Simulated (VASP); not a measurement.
VASP input:

INCAR:
```
! general
SYSTEM  = Tc
PREC    = Accurate
ENCUT   = 500
LREAL   = F
LASPH   = T

! electronic loop
EDIFF   = 1E-6
NELM    = 100
ALGO    = Normal
LMAXMIX = 4

! smearing
ISMEAR  = 1
SIGMA   = 0.1

! functional
GGA     = PE

! ions
IBRION  = 2
NSW     = 40
ISIF    = 3
EDIFFG  = -0.02

! output
LWAVE   = F
LCHARG  = F
```

KPOINTS:
```
Automatic mesh
0
Gamma
15 15 8
0 0 0
```

**POSCAR**
```
Tc
1.0
  1.3749922622  -2.3815568560   0.0000000000
  1.3749922622   2.3815568560   0.0000000000
  0.0000000000   0.0000000000   4.3951758339
Tc
2
direct
  0.3333330000   0.6666670000   0.2500000000
  0.6666670000   0.3333330000   0.7500000000
```

POTCAR, in this order: Tc_pv (PBE.64 set). Program: vasp_std.

Q: Write an equivalent input for Ansatz.

A: One equivalent input (not run):
Ansatz 0.2 input:
```yaml
crystal:
  lattice:
    - [1.3749923, -2.3815569, 0.0000000]
    - [1.3749923, 2.3815569, 0.0000000]
    - [0.0000000, 0.0000000, 4.3951758]
  atoms:
    - { symbol: Tc, position: [0.3333330, 0.6666670, 0.2500000] }
    - { symbol: Tc, position: [0.6666670, 0.3333330, 0.7500000] }
kpoints:
  mp_grid: { grid: [15, 15, 8] }
hamiltonian:
  xc: pbe
  pseudopotentials: { kind: paw }
scf:
  occupations: { method: methfessel_paxton, width: 0.1 }
  max_iter: 100
relax:
  max_steps: 40
  f_tol: 0.02
  cell: {}
output: { forces: true, stress: true, eigenvalues: true }
```
What does not carry over: each code has its own PAW files, so the cut-off isn't converted (ENCUT is set for VASP's; basis.ecutwfc is left out, and Ansatz then takes the one that its files recommend); Ansatz stops its SCF on the density residual and VASP on the energy change (EDIFF).

The compound is Tc in the hcp structure. It was relaxed first.
